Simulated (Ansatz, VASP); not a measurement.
# Cross-check of InBi between VASP and Ansatz, part 2 of 2

Wanted: the spread between two codes on one cell, functional and k mesh. The cell is generated by rule, not measured, and may not be a known phase. The cell is taken from a series of runs on this material, whose earlier steps may have relaxed, scaled, displaced or heated it; both programs get it as it stands.

VASP 6.6.1 and Ansatz 0.2.0.

So far: The structure; VASP: zone-centre phonons, PBEsol.

## Step 2: VASP: zone-centre phonons, PBEsol (continued)

Level of this step: PBEsol; plane waves and PAW (In_d, Bi_d); invented cell (VASP).

Numbers of over 12 decimals in the logs are rounded to 6 here.

From OUTCAR (step 2):

```text
ion  position               nearest neighbor table
   1  0.000  0.000  0.000-   3 3.12   4 3.12   3 3.12   4 3.12   4 3.12   3 3.12   2 3.95   2 3.95

  LATTYP: Found a hexagonal cell.
 ALAT       =     4.1817776876
 C/A-ratio  =     1.8889261962

 Subroutine GETGRP returns: Found 24 space group operations
 (whereof 12 operations were pure point group operations)

The static configuration has the point symmetry D_3d.
 The point group associated with its full space group is D_6h.

 Found     76 irreducible k-points:

   k-points           NKPTS =     76   k-points in BZ     NKDIM =     76   number of bands    NBANDS=     34

   dimension x,y,z NGX =    30 NGY =   30 NGZ =   60
   dimension x,y,z NGXF=    60 NGYF=   60 NGZF=  120

   ENCUT  =  500.0 eV  36.75 Ry    6.06 a.u.   7.62  7.62 14.40*2*pi/ulx,y,z

   NELECT =      56.0000    total number of electrons

 k-points in reciprocal lattice and weights: Automatic mesh
   0.00000000  0.00000000  0.00000000       0.001
   0.08333333  0.00000000  0.00000000       0.007
   0.16666667  0.00000000  0.00000000       0.007
   0.25000000  0.00000000  0.00000000       0.007
   0.33333333  0.00000000  0.00000000       0.007
   0.41666667  0.00000000  0.00000000       0.007
   0.50000000  0.00000000  0.00000000       0.003
   0.08333333  0.08333333  0.00000000       0.007
   0.16666667  0.08333333  0.00000000       0.014
[...]
0.33333333  0.25000000  0.50000000       0.014
   0.33333333  0.33333333  0.50000000       0.002

 average (electrostatic) potential at core
       1 -94.1729       2 -94.1729       3-103.6194       4-103.6194

  Total       -0.0284588     -0.0284588     -0.0214462      0.0000000      0.0000000      0.0000000
  in kB       -0.3811525     -0.3811525     -0.2872315      0.0000000      0.0000000      0.0000000
  external PRESSURE =      -0.3498455 kB  Pullay stress =       0.0000000 kB

  energy-cutoff  :      500.00
  volume of cell :      119.63
      direct lattice vectors                 reciprocal lattice vectors
     4.181777688  0.000000000  0.000000000     0.239132750  0.138063358  0.000000000
    -2.090888844  3.621525710  0.000000000     0.000000000  0.276126716  0.000000000
     0.000000000  0.000000000  7.899069421     0.000000000  0.000000000  0.126597191

 POSITION                                       TOTAL-FORCE (eV/Angst)
 -----------------------------------------------------------------------------------
      0.00000      0.00000      0.00000        -0.000000      0.000000      0.000000
      0.00000      0.00000      3.94953        -0.000000      0.000000      0.000000
     -0.00000      2.41435      1.97477         0.000000      0.000000     -0.000000
      2.09089      1.20718      5.92430        -0.000000      0.000000      0.000000
 -----------------------------------------------------------------------------------
    total drift:                               -0.000000      0.000000     -0.000000

 Eigenvectors and eigenvalues of the dynamical matrix
 ----------------------------------------------------

   1 f  =    3.213130 THz    20.188688 2PiTHz  107.178464 cm-1    13.288430 meV
             X         Y         Z           dx          dy          dz
      0.000000  0.000000  0.000000     0.000000   -0.000000   -0.707107
      0.000000  0.000000  3.949535     0.000000   -0.000000    0.707107
     -0.000000  2.414350  1.974767    -0.000000   -0.000000   -0.000000
      2.090889  1.207175  5.924302    -0.000000    0.000000   -0.000000

   2 f  =    3.092412 THz    19.430198 2PiTHz  103.151763 cm-1    12.789183 meV
             X         Y         Z           dx          dy          dz
      0.000000  0.000000  0.000000     0.000000   -0.000000    0.568543
      0.000000  0.000000  3.949535     0.000000   -0.000000    0.568543
     -0.000000  2.414350  1.974767    -0.000000    0.000000   -0.420427
      2.090889  1.207175  5.924302    -0.000000    0.000000   -0.420427

   3 f  =    2.867109 THz    18.014575 2PiTHz   95.636450 cm-1    11.857403 meV
             X         Y         Z           dx          dy          dz
      0.000000  0.000000  0.000000    -0.567308   -0.000005   -0.000000
      0.000000  0.000000  3.949535    -0.567308   -0.000005    0.000000
     -0.000000  2.414350  1.974767     0.422092    0.000004    0.000000
      2.090889  1.207175  5.924302     0.422092    0.000004   -0.000000

   4 f  =    2.867109 THz    18.014575 2PiTHz   95.636450 cm-1    11.857403 meV
             X         Y         Z           dx          dy          dz
      0.000000  0.000000  0.000000     0.000005   -0.567308    0.000000
      0.000000  0.000000  3.949535     0.000005   -0.567308   -0.000000
     -0.000000  2.414350  1.974767    -0.000004    0.422092    0.000000
      2.090889  1.207175  5.924302    -0.000004    0.422092    0.000000

   5 f  =    2.220394 THz    13.951144 2PiTHz   74.064357 cm-1     9.182806 meV
             X         Y         Z           dx          dy          dz
      0.000000  0.000000  0.000000     0.707107    0.000004   -0.000000
      0.000000  0.000000  3.949535    -0.707107   -0.000004    0.000000
     -0.000000  2.414350  1.974767     0.000000   -0.000000    0.000000
      2.090889  1.207175  5.924302    -0.000000    0.000000   -0.000000

   6 f  =    2.220394 THz    13.951144 2PiTHz   74.064357 cm-1     9.182806 meV
             X         Y         Z           dx          dy          dz
      0.000000  0.000000  0.000000     0.000004   -0.707107    0.000000
      0.000000  0.000000  3.949535    -0.000004    0.707107   -0.000000
     -0.000000  2.414350  1.974767     0.000000    0.000000    0.000000
      2.090889  1.207175  5.924302     0.000000    0.000000   -0.000000

   7 f  =    2.105867 THz    13.231551 2PiTHz   70.244156 cm-1     8.709161 meV
             X         Y         Z           dx          dy          dz
      0.000000  0.000000  0.000000    -0.000000   -0.000000   -0.000000
      0.000000  0.000000  3.949535    -0.000000   -0.000000   -0.000000
     -0.000000  2.414350  1.974767     0.000000    0.000000   -0.707107
      2.090889  1.207175  5.924302    -0.000000   -0.000000    0.707107

   8 f  =    1.734280 THz    10.896801 2PiTHz   57.849347 cm-1     7.172402 meV
             X         Y         Z           dx          dy          dz
      0.000000  0.000000  0.000000     0.000000   -0.000000    0.000000
      0.000000  0.000000  3.949535    -0.000000   -0.000000    0.000000
     -0.000000  2.414350  1.974767    -0.707107   -0.000023   -0.000000
      2.090889  1.207175  5.924302     0.707107    0.000023    0.000000

   9 f  =    1.734280 THz    10.896801 2PiTHz   57.849347 cm-1     7.172402 meV
             X         Y         Z           dx          dy          dz
      0.000000  0.000000  0.000000     0.000000   -0.000000   -0.000000
      0.000000  0.000000  3.949535    -0.000000   -0.000000   -0.000000
     -0.000000  2.414350  1.974767    -0.000023    0.707107   -0.000000
      2.090889  1.207175  5.924302     0.000023   -0.707107   -0.000000

  10 f/i=    0.003502 THz     0.022005 2PiTHz    0.116819 cm-1     0.014484 meV
             X         Y         Z           dx          dy          dz
      0.000000  0.000000  0.000000     0.000000    0.000000    0.420427
      0.000000  0.000000  3.949535     0.000000    0.000000    0.420427
     -0.000000  2.414350  1.974767     0.000000    0.000000    0.568543
      2.090889  1.207175  5.924302     0.000000    0.000000    0.568543

  11 f/i=    0.005156 THz     0.032396 2PiTHz    0.171985 cm-1     0.021323 meV
             X         Y         Z           dx          dy          dz
      0.000000  0.000000  0.000000    -0.417701    0.060727    0.000000
      0.000000  0.000000  3.949535    -0.417701    0.060727    0.000000
     -0.000000  2.414350  1.974767    -0.561406    0.081620    0.000000
      2.090889  1.207175  5.924302    -0.561406    0.081620    0.000000

  12 f/i=    0.005156 THz     0.032396 2PiTHz    0.171985 cm-1     0.021323 meV
             X         Y         Z           dx          dy          dz
      0.000000  0.000000  0.000000     0.060727    0.417701   -0.000000
      0.000000  0.000000  3.949535     0.060727    0.417701   -0.000000
     -0.000000  2.414350  1.974767     0.081620    0.561406   -0.000000
      2.090889  1.207175  5.924302     0.081620    0.561406   -0.000000

 ELASTIC MODULI CONTR FROM IONIC RELAXATION (kBar)
 Direction    XX          YY          ZZ          XY          YZ          ZX
 --------------------------------------------------------------------------------
 XX         -59.8695     59.8695      0.0000     -0.0000      0.0000     -0.0000
 YY          59.8695    -59.8695     -0.0000      0.0000     -0.0000      0.0000
 ZZ           0.0000     -0.0000     -0.0000     -0.0000     -0.0000      0.0000
 XY          -0.0000      0.0000     -0.0000    -59.8695     -0.0000      0.0000
 YZ           0.0000     -0.0000     -0.0000     -0.0000     -0.0000      0.0000
 ZX          -0.0000      0.0000      0.0000      0.0000      0.0000     -0.0000
 --------------------------------------------------------------------------------
```

## Step 3: Ansatz: zone-centre phonons, PBEsol

Ansatz runs on its default PAW (the set named soft_2) files.

The same cell, functional, mesh and smearing now go to Ansatz, which takes its cutoff from its data sets.

File input.yaml:

```yaml
crystal:
  lattice:
    - [4.1817776876, 0.0, 0.0]
    - [-2.0908888438, 3.6215257104, 0.0]
    - [0.0, 0.0, 7.8990694207]
  atoms:
    - { symbol: In, position: [0.0, 0.0, 0.0] }
    - { symbol: In, position: [0.0, 0.0, 0.5] }
    - { symbol: Bi, position: [0.3333333333, 0.6666666667, 0.25] }
    - { symbol: Bi, position: [0.6666666667, 0.3333333333, 0.75] }
kpoints:
  mp_grid: { grid: [12, 12, 6] }
hamiltonian:
  xc: pbesol
scf:
  occupations: { method: methfessel_paxton, width: 0.2 }
output:
  eigenvalues: true
phonons:
  method: dfpt
```

The run is started by

```sh
ansatz run input.yaml --threads 4 --pin off --max-ram 7168MiB --backend cpu --events-out ev --progress --plain --runs-dir out
```

The log of the run:

```text
Engine: ansatz 0.2.0, x86_64-unknown-linux-gnu
Pseudopotentials: kind: paw
Pseudopotential: In, paw, valence charge 13, recommended cutoff 420 eV (normal), In.paw.azcp
Pseudopotential: Bi, paw, valence charge 15, recommended cutoff 420 eV (normal), Bi.paw.azcp
Functional definition: PBEsol
  exchange = pbesol_x
  correlation = pbesol_c
Crystal: 4 atoms, lattice volume = 119.627 Å³
Basis set: ecut = 420 eV, 2301 PW (Γ), exchange–correlation on 60×60×108 points (8 copies of the dense FFT grid, shifted against one another)
Bands: 34, of which v1, the nominal top of the filled ones, is band 28 counted from 1 (27 counted from 0)
Symmetry: 24 space group operations
k-points: 242 of 864 (irreducible under 2 space group operations, time reversal used)
Non-local potential: In, projectors of the file, l = 0: 2, l = 1: 2, l = 2: 2, l = 3: 2
Non-local potential: Bi, projectors of the file, l = 0: 2, l = 1: 2, l = 2: 2, l = 3: 2
PAW form: soft (Blöchl's): semilocal exchange-correlation on the pseudo side does not see the compensation charge
PAW frozen core: In, regenerated for the run's functional, and the local potential with it (the file was generated under x = pbe(κ = 0.804, μ = 0.219515), c = pbe(β = 0.066725))
PAW frozen core: Bi, regenerated for the run's functional, and the local potential with it (the file was generated under x = pbe(κ = 0.804, μ = 0.219515), c = pbe(β = 0.066725))
PAW one-centre angular grid: In, 590 points (default); XC on 64 Gauss nodes
PAW one-centre angular grid: Bi, 590 points (default); XC on 64 Gauss nodes
Initial density: superposition of atomic densities (neutral atoms: chi_scale 0, normalization atom), corrected by the library's trained network
Initial wavefunctions: pseudopotential atomic-orbital guess
Functional: x = pbesol(κ = 0.804, μ = 0.123457), c = pbesol(β = 0.046)
SCF iter   1: F=—  HF=-35534.549610 eV  |F-HF|=—  |Δ(HF+E_count)|=         —  Δρ=2.82e-3  dr2=8.39e-3  ethr=1.77e-3  ⟨swp⟩=6.2  Hψ=36682  notcnv=0
preconditioner: auto → Kerker (q_TF=auto, 2.404 Å⁻¹)  [metal: Δε(μ)=0.041 eV  Ē_g=17.530 eV  σ=0.200 eV  W_gap=0.17  n_scr=36 (ndim 8)  ℏωp=25.4 eV  f_vac=0.000  D(μ)=1.95/eV (n_scr^D=4)]
SCF iter   2: F=—  HF=-35534.545847 eV  |F-HF|=—  |Δ(HF+E_count)|=   3.76e-3  S|Δr|=    0.00e0  Δρ=1.25e-3  dr2=2.29e-3  ethr=1.50e-5  ⟨swp⟩=2.0  Hψ=13198  notcnv=0
SCF iter   3: F=—  HF=-35534.545292 eV  |F-HF|=—  |Δ(HF+E_count)|=   5.56e-4  S|Δr|=    0.00e0  Δρ=3.79e-4  dr2=2.81e-4  ethr=4.08e-6  ⟨swp⟩=2.2  Hψ=12862  notcnv=0
SCF iter   4: F=—  HF=-35534.545258 eV  |F-HF|=—  |Δ(HF+E_count)|=   3.34e-5  S|Δr|=    0.00e0  Δρ=1.38e-4  dr2=4.71e-5  ethr=5.01e-7  ⟨swp⟩=1.5  Hψ=8760  notcnv=0
SCF iter   5: F=—  HF=-35534.545257 eV  |F-HF|=—  |Δ(HF+E_count)|=   8.89e-7  S|Δr|=    0.00e0  Δρ=4.41e-5  dr2=4.25e-6  ethr=8.42e-8  ⟨swp⟩=2.9  Hψ=13691  notcnv=0
SCF iter   6: F=—  HF=-35534.545245 eV  |F-HF|=—  |Δ(HF+E_count)|=   1.25e-5  S|Δr|=    0.00e0  Δρ=1.32e-5  dr2=3.45e-7  ethr=7.59e-9  ⟨swp⟩=2.0  Hψ=9922  notcnv=0
SCF iter   7: F=—  HF=-35534.545245 eV  |F-HF|=—  |Δ(HF+E_count)|=   3.94e-8  S|Δr|=    0.00e0  Δρ=2.62e-6  dr2=1.29e-8  ethr=6.16e-10  ⟨swp⟩=3.0  Hψ=15183  notcnv=0
SCF iter   8: F=—  HF=-35534.545245 eV  |F-HF|=—  |Δ(HF+E_count)|=   2.21e-9  S|Δr|=    0.00e0  Δρ=6.66e-7  dr2=4.88e-10  ethr=2.31e-11  ⟨swp⟩=2.0  Hψ=14718  notcnv=0
SCF iter   9: F=—  HF=-35534.545245 eV  |F-HF|=—  |Δ(HF+E_count)|=  8.00e-11  S|Δr|=    0.00e0  Δρ=1.29e-7  dr2=2.69e-11  ethr=1.00e-12  ⟨swp⟩=3.0  Hψ=15611  notcnv=0
SCF iter  10: F=-35534.545245 eV  HF=-35534.545245 eV  |F-HF|=7.28e-12  |Δ(HF+E_count)|=  7.28e-12  S|Δr|=    0.00e0  Δρ=2.40e-8  dr2=1.15e-12  ethr=1.00e-12  ⟨swp⟩=9.4  Hψ=39682  notcnv=0
SCF 1 converged in 10 iterations: F = -35534.545245 eV  dr2 = 1.15e-12
  greatest PAW one-centre occupation: 0.987 electrons in one spin orbital (limit 2), on the Bi atom at site 3 (counted from 0), in its partial waves of l = 2
DFPT response loops at Γ: preconditioner auto → Kerker (q_TF=auto, 2.404 Å⁻¹) (partly filled bands, converged f_vac=0.000); β = 1.00, the filter's whole step (`scf.mixing.beta` (0.50) is not read by the response loops under this deck's `scf.mixing.preconditioner`; to damp them name `kerker` or `kerker_dos`, under which they read `scf.mixing.beta`, and type it under 1.00, their step now; both keys bind the ground state too); Broyden in place of MSR1
SCF converged after 10 iterations
Stability not checked: this state was not tested for a lower state beside it, because cold or Methfessel-Paxton smearing, or corrected tetrahedra, fill the levels in a way that the test cannot read (fill_not_monotonic; see scf.lower_state_search)
Free energy (F): -35534.545245 eV
Harris-Foulkes:  -35534.545245 eV  (|F-HF|=7.28e-12)
Internal energy: -35534.548564 eV  (E = F + TS)
E sigma→0 (E₀):  -35534.546075 eV
Entropy (-TS):   0.003319 eV (0.830 meV/atom)
Fermi energy:    10.004287 eV
--- Per-component energies (eV) ---
  E_band       = -256.703599
  E_kinetic    = 1090.716574
  E_local      = -5254.376990  (includes V_loc(G=0)·N_el)
  E_nonlocal   = 1857.828848
  E_hartree    = 1856.233039
  E_xc         = -727.954629
  E_vxc        = -488.542782  (∫ρ·V_xc dr)
  E_paw        = -29183.995242  (= ΣΔE_a)
  E_vpaw       = -1174.794449  (= ΣTr[D̂ρ^β])
  E_aug_tail   = -0.000870  (compensation charges beyond the density's cutoff)
  E_ewald      = -5173.650603
  E_core_change = 0.651309  (= ΣΔE_core)
  E_smearing   = 0.003319  (= −TS)
  E_closure    = -0.000000  (closes the sum)
  Σ components = -35534.545245   (vs F -35534.545245, Δ=0.00e0)
--- Band table (eV; the first three rows and the last of 242) ---
  k-point 0: bands = [... 24 lower, 8.8899, 10.5594, 10.5594, 11.1198, 11.1198, 12.1938, 14.2080, 14.2080, ... 2 higher]
  k-point 1: bands = [... 24 lower, 9.6581, 10.5955, 10.5955, 11.0817, 11.0817, 12.1233, 14.1947, 14.1947, ... 2 higher]
  k-point 2: bands = [... 24 lower, 10.6415, 10.6955, 10.6955, 10.9773, 10.9773, 11.8801, 14.1937, 14.1937, ... 2 higher]
  k-point 241: bands = [... 24 lower, 7.0046, 7.0046, 8.5065, 8.5065, 10.8127, 10.8127, 11.9878, 11.9878, ... 2 higher]
--- Phonons (Γ-DFPT): 4 representative perturbations + reference, on 242 of 864 k-points (Σ response iterations 12) ---
  k mesh reduced under 2 symmetry operations, with k and −k counted as one. Each operation leaves every solved perturbation unchanged. A smaller set is not used because it would not reduce the number of displacements times k-points to solve
  ASR residual: 5.001e-5 → 0.000e0 eV/Å²; symmetrization residual: 3.669e-5 eV/Å²
  ASR residual per site (eV/Å²): 5.00e-5 5.00e-5 4.50e-5 4.50e-5
  Γ frequencies (cm⁻¹): 0.00 0.00 0.00 57.61 57.61 69.59 74.50 74.50 95.59 95.59 102.26 105.75
  non-analytic LO–TO correction: not included (Born effective charges unavailable; polar crystals: no LO–TO splitting at Γ)
```

In the SCF lines HF is the Harris–Foulkes energy and dr2 the Hartree energy of the density residual, in eV; the loop may stop once dr2 is under the threshold and the program's other checks hold. Hψ counts applications of the Hamiltonian.

## Step 4: Side by side

Known differences besides the potentials themselves: the cutoff is 420 eV in Ansatz and 500 eV in VASP; Ansatz makes its cores anew for this functional, VASP keeps those of its PBE data sets. Total energies have different zeros and are not compared.

Compared:

```tsv
quantity	Ansatz	VASP	difference
optical mode 1 to 2 (cm⁻¹)	57.6	57.8	-0.41 %
optical mode 3 (cm⁻¹)	69.6	70.2	-0.93 %
optical mode 4 to 5 (cm⁻¹)	74.5	74.1	+0.59 %
optical mode 6 to 7 (cm⁻¹)	95.6	95.6	-0.05 %
optical mode 8 (cm⁻¹)	102.3	103.2	-0.86 %
optical mode 9 (cm⁻¹)	105.8	107.2	-1.33 %
```

Modes are paired by rising frequency, not by their patterns, so a pair may set unlike modes beside each other; they are those without the splitting of longitudinal modes.

## Step 5: Outcome

| Property | Result |
| --- | --- |
| r.m.s. difference of the optical zone-centre modes, each program's sorted by frequency (zone-centre phonons, PBEsol) | 0.65 cm⁻¹ |
| difference in optical mode 9 (zone-centre phonons, PBEsol) | -1.3 % |

What this shows: The r.m.s. difference of the optical zone-centre modes, each program's sorted by frequency is 0.65 cm⁻¹ (zone-centre phonons, PBEsol). Among the rows given in per cent, the largest difference of the zone-centre phonons, PBEsol pair is in optical mode 9, -1.3 %. Such differences can come from data sets, numerical settings and the points named under the comparisons, not from the functional's error against experiment.

[Lines on the potential files, build, host, timing and source positions are cut from VASP's logs without a mark.]

[Logs are printed without paths, hosts, clocks, repeated set-up lines and the standing remarks that a program may print on its own settings, such as how far it seeks lower states.]

[Hosts, paths, dates, database ids (printed as entryN), source tags and the programs' standing remarks are cut or masked in the printed files.]
